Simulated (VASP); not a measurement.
Calculation: PBE GGA, VASP's PBE PAW potentials (set 64) (plane waves; VASP).

The input files of a VASP run:

### INCAR
```
EDIFFG = -0.03   ! ionic stop
LREAL = Auto
ENCUT = 400
PREC = Normal
NELM = 100   ! most electronic steps
LMAXMIX = 4
EDIFF = 1E-5
SYSTEM = LiZn35O35
NELECT = 630.0
LASPH = T
SIGMA = 0.05
GGA = PE   ! PBE
IBRION = 2   ! conjugate gradients
LWAVE = F
NSW = 70   ! most ionic steps
ISYM = 0
LCHARG = F
ISIF = 2   ! forces and stress, cell fixed
ALGO = Fast
ISMEAR = 0   ! Gaussian
NELMIN = 4
```

POSCAR:
```
LiZn35O35
1
    4.9323206973    -8.5430314063     0.0000000000
    4.9323206973     8.5430314063     0.0000000000
    0.0000000000     0.0000000000    10.5847754337
Zn O Li
35 35 1
Direct
  0.2222220000   0.1111110000   0.2500000000
  0.1111110000   0.2222220000   0.0000000000
  0.2222220000   0.1111110000   0.7500000000
  0.1148620000   0.2203350000   0.5005650000
  0.2210200000   0.4465620000   0.2481420000
  0.1111110000   0.5555560000   0.0000000000
  0.2222220000   0.4444440000   0.7500000000
  0.1123420000   0.5574720000   0.4986710000
  0.2222220000   0.7777780000   0.2500000000
  0.1111110000   0.8888890000   0.0000000000
  0.2222220000   0.7777780000   0.7500000000
  0.1111110000   0.8888890000   0.5000000000
  0.5555560000   0.1111110000   0.2500000000
  0.4444440000   0.2222220000   0.0000000000
  0.5555560000   0.1111110000   0.7500000000
  0.4444440000   0.2222220000   0.5000000000
  0.5555560000   0.4444440000   0.2500000000
  0.4444440000   0.5555560000   0.0000000000
  0.5555560000   0.4444440000   0.7500000000
  0.5555560000   0.7777780000   0.2500000000
  0.4444440000   0.8888890000   0.0000000000
  0.5555560000   0.7777780000   0.7500000000
  0.4444440000   0.8888890000   0.5000000000
  0.8888890000   0.1111110000   0.2500000000
  0.7777780000   0.2222220000   0.0000000000
  0.8888890000   0.1111110000   0.7500000000
  0.7777780000   0.2222220000   0.5000000000
  0.8888890000   0.4444440000   0.2500000000
  0.7777780000   0.5555560000   0.0000000000
  0.8888890000   0.4444440000   0.7500000000
  0.7777780000   0.5555560000   0.5000000000
  0.8888890000   0.7777780000   0.2500000000
  0.7777780000   0.8888890000   0.0000000000
  0.8888890000   0.7777780000   0.7500000000
  0.7777780000   0.8888890000   0.5000000000
  0.2222220000   0.1111110000   0.4410000000
  0.1111110000   0.2222220000   0.1910000000
  0.2222220000   0.1111110000   0.9410000000
  0.1111110000   0.2222220000   0.6910000000
  0.1111110000   0.5555560000   0.1910000000
  0.2222220000   0.4444440000   0.9410000000
  0.1111110000   0.5555560000   0.6910000000
  0.2222220000   0.7777780000   0.4410000000
  0.1111110000   0.8888890000   0.1910000000
  0.2222220000   0.7777780000   0.9410000000
  0.1111110000   0.8888890000   0.6910000000
  0.5555560000   0.1111110000   0.4410000000
  0.4444440000   0.2222220000   0.1910000000
  0.5555560000   0.1111110000   0.9410000000
  0.4444440000   0.2222220000   0.6910000000
  0.5555560000   0.4444440000   0.4410000000
  0.4444440000   0.5555560000   0.1910000000
  0.5555560000   0.4444440000   0.9410000000
  0.4444440000   0.5555560000   0.6910000000
  0.5555560000   0.7777780000   0.4410000000
  0.4444440000   0.8888890000   0.1910000000
  0.5555560000   0.7777780000   0.9410000000
  0.4444440000   0.8888890000   0.6910000000
  0.8888890000   0.1111110000   0.4410000000
  0.7777780000   0.2222220000   0.1910000000
  0.8888890000   0.1111110000   0.9410000000
  0.7777780000   0.2222220000   0.6910000000
  0.8888890000   0.4444440000   0.4410000000
  0.7777780000   0.5555560000   0.1910000000
  0.8888890000   0.4444440000   0.9410000000
  0.7777780000   0.5555560000   0.6910000000
  0.8888890000   0.7777780000   0.4410000000
  0.7777780000   0.8888890000   0.1910000000
  0.8888890000   0.7777780000   0.9410000000
  0.7777780000   0.8888890000   0.6910000000
  0.4471300000   0.5616480000   0.4998570000
```

### KPOINTS
```
Automatic mesh
0
Gamma
  1 1 1
```

POTCAR, in this order: Zn O Li (PBE.64 set). Program: vasp_gam.

At this cut-off the stress carries a Pulay error, which pulls relaxed volumes low. The cell is charged, with a uniform compensating background. The supercell is sampled at Γ alone, which is coarse: total energies, pressure and levels can be off, energies of defects by several tenths of an eV.

Predict the energy per atom (σ→0).

| Item | Result |
|---|---|
| energy per atom (σ→0) | -4.439 eV/atom |

File OSZICAR:
```
...
       N       E                     dE             d eps       ncg     rms          rms(c)
DAV:   1    -0.315165989729E+03    0.16972E-02   -0.17264E+00   776   0.251E+00    0.190E-01
RMM:   2    -0.315168244480E+03   -0.22548E-02   -0.24547E-02   756   0.336E-01    0.127E-01
RMM:   3    -0.315168389586E+03   -0.14511E-03   -0.31116E-03   756   0.121E-01    0.666E-02
RMM:   4    -0.315168378505E+03    0.11081E-04   -0.35048E-04   760   0.445E-02    0.483E-02
RMM:   5    -0.315168366539E+03    0.11966E-04   -0.10262E-04   702   0.231E-02    0.169E-02
RMM:   6    -0.315168369310E+03   -0.27707E-05   -0.29609E-05   511   0.103E-02
  22 F= -.31516837E+03 E0= -.31516837E+03  d E =-.682388E-03
```

The cell is a supercell with a defect, built from ZnO (wurtzite): Li_Zn-vac_O, charge +1. The run is not spin-polarised, so no state with unpaired spins was tried.
